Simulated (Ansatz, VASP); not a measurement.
# Cross-check of Hf (Hafnium) between VASP and Ansatz

Wanted: the spread between two codes on one cell, functional and k mesh. The cell is taken from a series of runs on this material, whose earlier steps may have relaxed, scaled, displaced or heated it; both programs get it as it stands.

Program: Ansatz 0.2.0. Level of theory: plane waves, with VASP 6.6.1 beside it; relaxation of cell and atoms at PBEsol. Results are calculated unless marked as measured.

### Step 1. Set-up

Symmetry: P6_3/mmc, No. 194, hexagonal system. The conventional cell has a = 3.160 Å, b = 3.160 Å, c = 4.996 Å, α = 90.00°, β = 90.00°, γ = 120.00°. Hf has 12 Hf at 3.09 to 3.16 Å nearest.

### Step 2. VASP: relaxation of cell and atoms, PBEsol

The relaxed volume is the usual yardstick between codes: in a stiff, nearly cubic crystal its relative difference is about their pressure difference at one cell divided by the bulk modulus.

Lines of VASP's logs that name or quote its potential files are left out, and so is its time.

INCAR

```
SYSTEM = Hf
PREC = Accurate
ENCUT = 500
EDIFF = 1E-07
NELM = 120
ISMEAR = 1
SIGMA = 0.2
LREAL = .FALSE.
ALGO = Normal
GGA = PS
NBANDS = 16
LASPH = .TRUE.
LORBIT = 11
LWAVE = .FALSE.
LCHARG = .FALSE.
ISIF = 3
IBRION = 2
NSW = 80
EDIFFG = -0.005
GGA_COMPAT = .FALSE.
NELMIN = 4
```

POSCAR

```
Hf
1.0
    3.1602210000      0.0000000000      0.0000000000
   -1.5801110000      2.7368320000      0.0000000000
    0.0000000000      0.0000000000      4.9962020000
Hf
2
Direct
    0.3333334997      0.6666667885      0.2499998999
    0.6666668167      0.3333332115      0.7499998999
```

KPOINTS

```
Automatic mesh
0
Gamma
15 15 8
0 0 0
```

The projector-augmented-wave data sets are Hf_pv (PBE family, release 64).

The run is started by

```bash
> mpirun -np 1 vasp_std
```

Numbers of over 12 decimals in the logs are rounded to 6 here.

The program printed:

```text
[banner, memory and clock lines left out]
running    1 mpi-ranks, on    1 nodes
 distrk:  each k-point on    1 cores,    1 groups
 distr:  one band on    1 cores,    1 groups

 POSCAR found type information on POSCAR Hf
 POSCAR found :  1 types and       2 ions
|                                                                             |
|               ----> ADVICE to this user running VASP <----                  |
|                                                                             |
|     You enforced a specific xc type in the INCAR file but a different       |
|     [... a line on the potential file left out ...]
|     I HOPE YOU KNOW WHAT YOU ARE DOING!                                     |
|                                                                             |

 LDA part: xc-table for (Slater+PW92), standard interpolation
 POSCAR, INCAR and KPOINTS ok, starting setup
 FFT: planning ... GRIDC
 FFT: planning ... GRID_SOFT
 FFT: planning ... GRID
 WAVECAR not read
 entering main loop
       N       E                     dE             d eps       ncg     rms          rms(c)
DAV:   1     0.465976430417E+02    0.46598E+02   -0.11338E+04  4336   0.116E+03
DAV:   2    -0.201704526026E+02   -0.66768E+02   -0.65377E+02  5728   0.252E+02
DAV:   3    -0.217497125011E+02   -0.15793E+01   -0.15701E+01  5664   0.265E+01
DAV:   4    -0.217615746651E+02   -0.11862E-01   -0.11860E-01  5336   0.280E+00
DAV:   5    -0.217617170664E+02   -0.14240E-03   -0.14239E-03  5680   0.256E-01    0.670E+01
DAV:   6    -0.212103790651E+02    0.55134E+00   -0.49689E-01  5184   0.470E+00    0.397E+01
DAV:   7    -0.210154749237E+02    0.19490E+00   -0.82594E-01  5296   0.582E+00    0.188E+00
DAV:   8    -0.210052432494E+02    0.10232E-01   -0.52301E-02  4984   0.158E+00    0.347E-01
DAV:   9    -0.210053458415E+02   -0.10259E-03   -0.11169E-03  5888   0.245E-01    0.194E-01
DAV:  10    -0.210053363313E+02    0.95102E-05   -0.44645E-05  5152   0.482E-02    0.195E-01
DAV:  11    -0.210053376767E+02   -0.13454E-05   -0.43436E-06  5872   0.150E-02    0.128E-02
DAV:  12    -0.210053377497E+02   -0.72968E-07   -0.41589E-07  4968   0.442E-03
   1 F= -.21005338E+02 E0= -.21006656E+02  d E =-.210053E+02
[...]
2 F= -.21005242E+02 E0= -.21006553E+02  d E =0.954932E-04
[...]
3 F= -.21005520E+02 E0= -.21006835E+02  d E =-.182399E-03
 curvature:  -0.22 expect dE=-0.132E-05 dE for cont linesearch -0.479E-12
 trial: gam= 0.00726 g(F)=  0.398E-42 g(S)=  0.589E-05 ort =-0.419E-07 (trialstep = 0.889E+00)
 search vector abs. value=  0.593E-05
 bond charge predicted
       N       E                     dE             d eps       ncg     rms          rms(c)
DAV:   1    -0.210055345756E+02   -0.14449E-04   -0.70219E-04  4336   0.194E-01    0.239E-02
DAV:   2    -0.210055263216E+02    0.82540E-05   -0.11578E-05  5512   0.235E-02    0.104E-02
DAV:   3    -0.210055239315E+02    0.23901E-05   -0.27081E-06  5760   0.104E-02    0.915E-03
DAV:   4    -0.210055235396E+02    0.39192E-06   -0.78514E-07  5968   0.574E-03    0.433E-03
DAV:   5    -0.210055235142E+02    0.25448E-07   -0.41268E-08  2456   0.144E-03
   4 F= -.21005524E+02 E0= -.21006844E+02  d E =-.336543E-05
 trial-energy change:   -0.000003  1 .order   -0.000003   -0.000005   -0.000001
 step:   1.2158(harm=  1.2158)  dis= 0.00000  next Energy=   -21.005524 (dE=-0.358E-05)
 reached required accuracy - stopping structural energy minimisation
```

Parts of OUTCAR (step 2):

```text
ion  position               nearest neighbor table
   1  0.333  0.667  0.250-   2 3.09   2 3.09   2 3.09   2 3.09   2 3.09   2 3.09
   2  0.667  0.333  0.750-   1 3.09   1 3.09   1 3.09   1 3.09   1 3.09   1 3.09

  LATTYP: Found a hexagonal cell.
 ALAT       =     3.1602210000
 C/A-ratio  =     1.5809660147

 Subroutine GETGRP returns: Found 24 space group operations
 (whereof 12 operations were pure point group operations)

The static configuration has the point symmetry D_3d.
 The point group associated with its full space group is D_6h.

 Found    135 irreducible k-points:

   k-points           NKPTS =    135   k-points in BZ     NKDIM =    135   number of bands    NBANDS=     16

   dimension x,y,z NGX =    24 NGY =   24 NGZ =   36
   dimension x,y,z NGXF=    48 NGYF=   48 NGZF=   72

   ENCUT  =  500.0 eV  36.75 Ry    6.06 a.u.   5.76  5.76  9.11*2*pi/ulx,y,z

   NELECT =      20.0000    total number of electrons

 k-points in reciprocal lattice and weights: Automatic mesh
   0.00000000  0.00000000  0.00000000       0.001
   0.06666667  0.00000000  0.00000000       0.003
   0.13333333  0.00000000  0.00000000       0.003
   0.20000000  0.00000000  0.00000000       0.003
   0.26666667  0.00000000  0.00000000       0.003
   0.33333333  0.00000000  0.00000000       0.003
   0.40000000  0.00000000  0.00000000       0.003
   0.46666667 -0.00000000  0.00000000       0.003
   0.06666667  0.06666667  0.00000000       0.003
[...]
0.33333333  0.26666667  0.50000000       0.007
   0.33333333  0.33333333  0.50000000       0.001

 average (electrostatic) potential at core
       1 -36.7868       2 -36.7868

 E-fermi :   5.0400

 k-point     1 :       0.0000    0.0000    0.0000
  band No.  band energies     occupation
    ...
      4     -24.9934      2.00000
      5     -24.9896      2.00000
      6     -24.9896      2.00000
      7      -2.4925      2.00000
      8       1.1927      2.00000
      9       5.8476     -0.00000
     10       6.1970     -0.00000
     11       6.1970     -0.00000
     12       6.5064     -0.00000
     13       7.0648     -0.00000
    ...

 k-point     2 :       0.0667    0.0000    0.0000
  band No.  band energies     occupation
    ...
      4     -25.0196      2.00000
      5     -24.9994      2.00000
      6     -24.9933      2.00000
      7      -2.3511      2.00000
      8       1.3321      2.00000
      9       5.6445     -0.00016
     10       5.8139     -0.00000
     11       6.3300     -0.00000
     12       6.7974     -0.00000
     13       6.9192     -0.00000
    ...

 k-point     3 :       0.1333    0.0000    0.0000
  band No.  band energies     occupation
    ...
      4     -25.1028      2.00000
      5     -25.0178      2.00000
      6     -25.0042      2.00000
      7      -1.9410      2.00000
      8       1.7216      2.00000
      9       5.1193      0.38398
     10       5.2398     -0.04999
     11       6.5008     -0.00000
     12       6.7244     -0.00000
     13       7.1561     -0.00000
    ...

  Total        0.0023409      0.0023409     -0.0026828     -0.0000000      0.0000000      0.0000000
  in kB        0.0870857      0.0870858     -0.0998030     -0.0000000      0.0000000      0.0000000
  external PRESSURE =       0.0247895 kB  Pullay stress =       0.0000000 kB

  energy-cutoff  :      500.00
  volume of cell :       43.07
      direct lattice vectors                 reciprocal lattice vectors
     3.157546984  0.000000000  0.000000000     0.316701542  0.182847756  0.000000000
    -1.578773991  2.734516233 -0.000000000    -0.000000000  0.365695397  0.000000000
     0.000000000 -0.000000000  4.987942705    -0.000000000 -0.000000000  0.200483458

 POSITION                                       TOTAL-FORCE (eV/Angst)
 -----------------------------------------------------------------------------------
      0.00000      1.82301      1.24699        -0.000000      0.000000      0.000000
      1.57877      0.91151      3.74096         0.000000     -0.000000      0.000000
 -----------------------------------------------------------------------------------
    total drift:                               -0.000184      0.000026      0.000111

  FREE ENERGIE OF THE ION-ELECTRON SYSTEM (eV)
  ---------------------------------------------------
  free  energy   TOTEN  =       -21.0055235142 eV

  energy  without entropy=      -21.0094857992  energy(sigma->0) =      -21.00684428

 reached required accuracy - stopping structural energy minimisation

 total charge
# of ion       s       p       d       tot
------------------------------------------
    1        0.402   6.403   1.600   8.406
    2        0.402   6.403   1.600   8.406
--------------------------------------------------
tot          0.804  12.806   3.201  16.812

[... 3 further parts left out ...]
```

CONTCAR:

```
Hf
   1.00000000000000
     3.1575469842319643    0.0000000004888040    0.0000000000000000
    -1.5787739912695917    2.7345162333261901   -0.0000000000000000
     0.0000000000000000   -0.0000000000000000    4.9879427051924026
  Hf
     2
Direct
     0.3333334996999966    0.6666667885000024    0.2499998998999970
     0.6666668167000012    0.3333332114999976    0.7499998998999970
```

### Step 3. Ansatz: relaxation of cell and atoms, PBEsol

Ansatz runs on its PAW soft_1 files.

The same cell, functional, mesh and smearing now go to Ansatz, which takes its cutoff from its data sets.

input.yaml

```yaml
crystal:
  lattice:
    - [3.160221369, 0.0, 0.0]
    - [-1.5801106845, 2.7368319871, 0.0]
    - [0.0, 0.0, 4.9962017006]
  atoms:
    - { symbol: Hf, position: [0.3333333333, 0.6666666667, 0.25] }
    - { symbol: Hf, position: [0.6666666667, 0.3333333333, 0.75] }
kpoints:
  mp_grid: { grid: [15, 15, 8] }
hamiltonian:
  xc: pbesol
  pseudopotentials: { kind: paw, azcp: { folder: soft_1 }, xc_functional: pbe }
scf:
  occupations: { method: methfessel_paxton, width: 0.2 }
  lower_state_search: "off"
output:
  forces: true
  stress: true
  eigenvalues: true
relax:
  adjacent_minimum: "off"
  f_tol: 0.001
  max_steps: 60
  cell: { stress_tol: 0.01 }
```

The run is started by

```bash
> ansatz run input.yaml --threads 18 --pin off --max-ram 92160MiB --backend cuda --events-out ev --progress --plain --runs-dir out --max-vram 78GiB
```

The program printed:

```text
Engine: ansatz 0.2.0, aarch64-unknown-linux-gnu
Pseudopotentials: kind: paw
Pseudopotential: Hf, paw, valence charge 26, recommended cutoff 420 eV (normal), soft_1/Hf.paw.azcp
Functional definition: PBEsol
  exchange = pbesol_x
  correlation = pbesol_c
[...]
Crystal: 2 atoms, lattice volume = 43.212 Å³
Basis set: ecut = 420 eV, 845 PW (Γ), exchange–correlation on 48×48×72 points (8 copies of the dense FFT grid, shifted against one another)
Bands: 32, of which v1, the nominal top of the filled ones, is band 26 counted from 1 (25 counted from 0)
Symmetry: 24 space group operations
Space group: P63/mmc (ITA 194), of the structure as read, at distance tolerance 3.5e-5 Å
k-points: 135 of 1800
Non-local potential: Hf, projectors of the file, l = 0: 3, l = 1: 2, l = 2: 2, l = 3: 3
PAW form: soft (Blöchl's): semilocal exchange-correlation on the pseudo side does not see the compensation charge
PAW frozen core: Hf, regenerated for the run's functional, and the local potential with it (the file was generated under x = pbe(κ = 0.804, μ = 0.219515), c = pbe(β = 0.066725))
PAW one-centre angular grid: Hf, 590 points (default); XC on 64 Gauss nodes
Initial density: superposition of atomic densities (chi_scale 0.1, normalization cell)
Initial wavefunctions: pseudopotential atomic-orbital guess
[...]
Functional: x = pbesol(κ = 0.804, μ = 0.123457), c = pbesol(β = 0.046)
SCF iter   1: F=—  HF=-31197.853941 eV  |F-HF|=—  |Δ(HF+E_count)|=         —  Δρ=3.62e-2  dr2=6.75e-1  ethr=3.10e-3  ⟨swp⟩=4.7  Hψ=14874  notcnv=0
preconditioner: auto → Kerker (q_TF=auto, 2.814 Å⁻¹)  [metal: Δε(μ)=0.014 eV  Ē_g=16.893 eV  σ=0.200 eV  W_gap=0.06  n_scr=22 (ndim 8)  ℏωp=39.1 eV  f_vac=0.000  D(μ)=1.26/eV (n_scr^D=8)]
SCF iter   2: F=—  HF=-31197.705424 eV  |F-HF|=—  |Δ(HF+E_count)|=   1.49e-1  S|Δr|=    0.00e0  Δρ=2.27e-2  dr2=2.62e-1  ethr=1.30e-3  ⟨swp⟩=3.0  Hψ=8599  notcnv=0
[...]
SCF iter   8: F=-31197.604492 eV  HF=-31197.604492 eV  |F-HF|=9.89e-9  |Δ(HF+E_count)|=   8.79e-8  S|Δr|=    0.00e0  Δρ=6.17e-6  dr2=1.76e-8  ethr=1.92e-10  ⟨swp⟩=8.3  Hψ=26255  notcnv=0
SCF 1 converged in 8 iterations: F = -31197.604492 eV  dr2 = 1.76e-8
  greatest PAW one-centre occupation: 0.998 electrons in one spin orbital (limit 2), on the Hf atom at site 0 (counted from 0), in its partial waves of l = 0
relax step   1: F+E_penalty+E_count = -31197.60449157 eV  Δ(F+E_penalty+E_count) = +0.000e0 eV  max|allowed force component| = 4.256e-16 eV/Å  Δτ_max = 0.0000 Å  P = -0.006 GPa  Ω = 43.212 Å³  (8 SCF iters, dr2 threshold 1.00e-7 eV, accepted)
[...]
relax step   2: F+E_penalty+E_count = -31197.60449369 eV  Δ(F+E_penalty+E_count) = -2.127e-6 eV  max|allowed force component| = 2.035e-16 eV/Å  Δτ_max = 0.0000 Å  P = +0.010 GPa  Ω = 43.206 Å³  energy of the carried Pulay correction = +1.706e-6 eV  (4 SCF iters, dr2 threshold 1.57e-9 eV, accepted)
[...]
relax step   3: F+E_penalty+E_count = -31197.60449260 eV  Δ(F+E_penalty+E_count) = +1.095e-6 eV  max|allowed force component| = 2.961e-16 eV/Å  Δτ_max = 0.0000 Å  P = -0.001 GPa  Ω = 43.211 Å³  energy of the carried Pulay correction = +4.360e-7 eV  (2 SCF iters, dr2 threshold 6.69e-10 eV, accepted)
[...]
relax step   4: F+E_penalty+E_count = -31197.60449277 eV  Δ(F+E_penalty+E_count) = -1.730e-7 eV  max|allowed force component| = 2.776e-16 eV/Å  Δτ_max = 0.0000 Å  P = -0.001 GPa  Ω = 43.211 Å³  stress off target by 1.65e-3 GPa  SCF on the basis re-selected at this cell (its energy is not comparable with the rows above)  (5 SCF iters)
basis re-selected at this cell: Δ(F+E_penalty+E_count) = -1.730e-7 eV, ΔP = -0.000 GPa vs the last step (what re-selecting the basis moved, of the pressure what is left beyond the Pulay correction that the steps carried, after the strain that the cell walked since its last selection, with what the two solves' SCF thresholds leave and, on support functions, any second-order correction that the steps lacked; it is no m [...]
SCF converged after 5 iterations
Stability not checked: this state was not tested for a lower state beside it, because cold or Methfessel-Paxton smearing, or corrected tetrahedra, fill the levels in a way that the test cannot read (fill_not_monotonic; see scf.lower_state_search)
Free energy (F): -31197.604493 eV
Harris-Foulkes:  -31197.604493 eV  (|F-HF|=3.64e-12)
Internal energy: -31197.608536 eV  (E = F + TS)
E sigma→0 (E₀):  -31197.605503 eV
Entropy (-TS):   0.004043 eV (2.021 meV/atom)
Fermi energy:    18.722717 eV
--- Per-component energies (eV) ---
  E_band       = 14.759925
  E_kinetic    = 820.879767
  E_local      = -12450.322136  (includes V_loc(G=0)·N_el)
  E_nonlocal   = 129.171701
  E_hartree    = 6073.628795
  E_xc         = -529.937064
  E_vxc        = -510.096106  (∫ρ·V_xc dr)
  E_paw        = -15151.025051  (= ΣΔE_a)
  E_vpaw       = -122.131146  (= ΣTr[D̂ρ^β])
  E_aug_tail   = 0.000185  (compensation charges beyond the density's cutoff)
  E_ewald      = -10092.506845
  E_core_change = 2.502112  (= ΣΔE_core)
  E_smearing   = 0.004043  (= −TS)
  E_closure    = 0.000000  (closes the sum)
  Σ components = -31197.604493   (vs F -31197.604493, Δ=0.00e0)
--- Forces (eV/Å), atoms counted from 1 ---
  atom   1  Hf    -0.00000000    -0.00000000    -0.00000000
  atom   2  Hf     0.00000000     0.00000000     0.00000000
  max |Σ_I F_I| component: 7.40e-17 eV/Å
--- Stress (GPa, compression-positive) ---
       -0.001653      -0.000000      -0.000000
        0.000000      -0.001653      -0.000000
       -0.000000      -0.000000      -0.000777
  P = ⅓ Tr σ = -0.0014 GPa (-0.014 kbar)
--- Band table (eV; the first three rows and the last of 135) ---
  k-point 0: bands = [... 22 lower, 11.2024, 14.8796, 19.5086, 19.8692, 19.8692, 20.1738, 20.7321, 20.7321, ... 2 higher]
  k-point 1: bands = [... 22 lower, 11.3531, 14.8144, 19.2827, 19.7815, 19.7815, 20.0433, 20.6060, 20.6060, ... 2 higher]
  k-point 2: bands = [... 22 lower, 11.7878, 14.5567, 18.8689, 19.6560, 19.6560, 19.6948, 20.3110, 20.3110, ... 2 higher]
  k-point 134: bands = [... 22 lower, 16.8660, 16.8660, 17.1975, 17.1975, 18.5587, 18.5587, 21.2786, 21.2786, ... 2 higher]
--- Relaxed structure (3 steps of the walk, 3 accepted, 1 SCFs on fresh bases) ---
  F+E_penalty+E_count = -31197.60449277 eV   max|allowed force component| = 2.776e-16 eV/Å   (the final SCF, on the basis selected at the relaxed cell)
  cell:  # Å, volume = 43.2105 Å³
    - [3.160422, 0.0, 0.0]
    - [-1.580211, 2.737006, 0.0]
    - [0.0, 0.0, 4.995380]
  atoms:
    - { symbol: Hf, position: [0.333333, 0.666667, 0.25] }
    - { symbol: Hf, position: [0.666667, 0.333333, 0.75] }
```

### Step 4. Differences

Known differences besides the potentials themselves: the data sets hold 52 valence electrons in Ansatz (on its PAW soft_1 files) and 20 in VASP; the cutoff is 420 eV in Ansatz and 500 eV in VASP; Ansatz makes its cores anew for this functional, VASP keeps those of its PBE data sets; Ansatz adds a Pulay correction to the stress that steers its cell, VASP none. Total energies have different zeros and are not compared.

The two programs side by side:

| quantity | Ansatz | VASP | difference |
| --- | --- | --- | --- |
| volume (Å³) | 43.21 | 43.07 | +0.33 % |
| edge a after relaxation, in the typed setting (Å) | 3.160 | 3.158 | +0.09 % |
| edge c after relaxation, in the typed setting (Å) | 4.995 | 4.988 | +0.15 % |

### Step 5. Outcome

| Quantity | Value |
| --- | --- |
| difference in volume (relaxation of cell and atoms, PBEsol) | 0.33 % |

In words: The difference in volume is 0.33 % (relaxation of cell and atoms, PBEsol), within the 1.2 % picked in this series as the mark of a large difference, as far as the stopping tolerances let one tell. The data sets hold unlike numbers of valence electrons (52 in Ansatz and 20 in VASP), so part of the differences comes from the potentials. How closely two codes agree says nothing of how well the functional describes the real material.

[Lines on the potential files, build, host, timing and source positions are cut from VASP's logs without a mark.]

[Logs are printed without paths, hosts, clocks, repeated set-up lines and the standing remarks that a program may print on its own settings, such as how far it seeks lower states.]

[Hosts, paths, dates, database ids (printed as entryN), source tags and the programs' standing remarks are cut or masked in the printed files.]
